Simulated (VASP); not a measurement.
Data:

```
CELL_PARAMETERS angstrom
     -1.57639     1.57639     1.57639
      1.57639    -1.57639     1.57639
      1.57639     1.57639    -1.57639
ATOMIC_POSITIONS crystal
  Mo 0.00000 0.00000 0.00000
```

The numbers are results of r2SCAN meta-GGA, VASP's PBE PAW potentials (set 64) (plane waves; VASP 6.6.1), not measurements. Settings: 480 eV cut-off, 16×16×16 Γ-centred mesh, first-order Methfessel-Paxton smearing of 0.10 eV, potentials Mo_sv.

Each row applies one change to this cell, which was relaxed at other settings and keeps the small stress of the first row; at a fixed cut-off the stress holds a Pulay part, so it need not integrate to ΔE exactly. Stress is in GPa, positive when the cell is compressed.

```json
[
 {"change": "none", "ΔE (meV/atom)": "0.0", "σxx": "0.22", "σyy": "0.22", "σzz": "0.22", "largest shear component, with its sign (GPa)": "0.00", "largest force (eV/Å)": "0.000"},
 {"change": "isotropic strain of +2.0 %", "ΔE (meV/atom)": "___", "σxx": "___", "σyy": "___", "σzz": "___", "largest shear component, with its sign (GPa)": "___", "largest force (eV/Å)": "___"},
 {"change": "uniaxial strain of -4.0 % along x", "ΔE (meV/atom)": "45.5", "σxx": "23.51", "σyy": "7.69", "σzz": "7.69", "largest shear component, with its sign (GPa)": "0.00", "largest force (eV/Å)": "0.000"},
 {"change": "isotropic strain of +4.0 %", "ΔE (meV/atom)": "___", "σxx": "___", "σyy": "___", "σzz": "___", "largest shear component, with its sign (GPa)": "___", "largest force (eV/Å)": "___"}
]
```

Problem. Some entries are withheld; supply them.

Solution. 
- isotropic strain of +2.0 %, ΔE (meV/atom): 43.8
- isotropic strain of +2.0 %, σxx: -14.12
- isotropic strain of +2.0 %, σyy: -14.12
- isotropic strain of +2.0 %, σzz: -14.12
- isotropic strain of +2.0 %, largest shear component, with its sign (GPa): 0.00
- isotropic strain of +2.0 %, largest force (eV/Å): 0.000
- isotropic strain of +4.0 %, ΔE (meV/atom): 166.4
- isotropic strain of +4.0 %, σxx: -24.73
- isotropic strain of +4.0 %, σyy: -24.73
- isotropic strain of +4.0 %, σzz: -24.73
- isotropic strain of +4.0 %, largest shear component, with its sign (GPa): 0.00
- isotropic strain of +4.0 %, largest force (eV/Å): 0.000

Failed runs are left out, and for metals the shear rows, which the mesh's noise covers.

The compound is Mo in the bcc structure.
